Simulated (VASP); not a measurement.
Here is a VASP 6.6.1 calculation.

File INCAR:

```
SYSTEM = Zr3PdSe4
  ALGO = Fast
  EDIFF = 1E-4
  EDIFFG = -0.08
  ENCUT = 520
  GGA = PE
  IBRION = 2
  ISIF = 3
  ISMEAR = 0
  LASPH = .TRUE.
  LCHARG = .FALSE.
  LREAL = .FALSE.
  LWAVE = .FALSE.
  NELM = 60
  NSW = 24
  PREC = Normal
  SIGMA = 0.15
```

Contents of KPOINTS:

```
k-points
0
G
  3 3 2
  0 0 0
```

POSCAR

```
Zr3PdSe4
1.0
    4.3909049300      0.0000000000      0.0000000000
    0.0000000000      4.3909049300      0.0000000000
    0.0000000000      0.0000000000     12.3521495600
Zr Pd Se
3 1 4
Direct
    0.5000000000      0.5000000000      0.7475909600
    0.0000000000      0.0000000000      0.5000000000
    0.5000000000      0.5000000000      0.2524090400
    0.0000000000      0.0000000000      0.0000000000
    0.0000000000      0.5000000000      0.6240602700
    0.5000000000      0.0000000000      0.3759397300
    0.0000000000      0.5000000000      0.1290356700
    0.5000000000      0.0000000000      0.8709643300
```

Potentials or basis: VASP PAW PBE potentials, release 64 (Zr_sv, Pd, Se).

Command:

```bash
$ cat potpaw_PBE.64/Zr_sv/POTCAR potpaw_PBE.64/Pd/POTCAR potpaw_PBE.64/Se/POTCAR > POTCAR
$ mpirun -np 1 vasp_std > vasp.out
```

What does it give for the relaxed cell?

a = 4.246 Å, b = 4.246 Å, c = 11.866 Å, α = 90.00°, β = 90.00°, γ = 90.00°.

What does it give for the band gap on the k mesh?

None (metal or under the smearing width).

Estimate the relaxed volume.

26.74 Å³/atom.

Estimate the space group after relaxing (to 0.05 Å).

P-4m2 (No. 115).

Forces on the atoms (eV/Å):
```
Zr   0.000  0.000 -0.054
Zr   0.000  0.000  0.000
Zr   0.000  0.000  0.054
Pd   0.000  0.000  0.000
Se   0.000  0.000  0.059
Se   0.000  0.000 -0.059
Se   0.000  0.000 -0.067
Se   0.000  0.000  0.067
```

Caveat: the k mesh is coarse (spacing up to 0.48 Å⁻¹), so the values aren't converged; the relaxation stopped at a loose force limit of 0.08 eV/Å, so its end isn't a converged minimum.
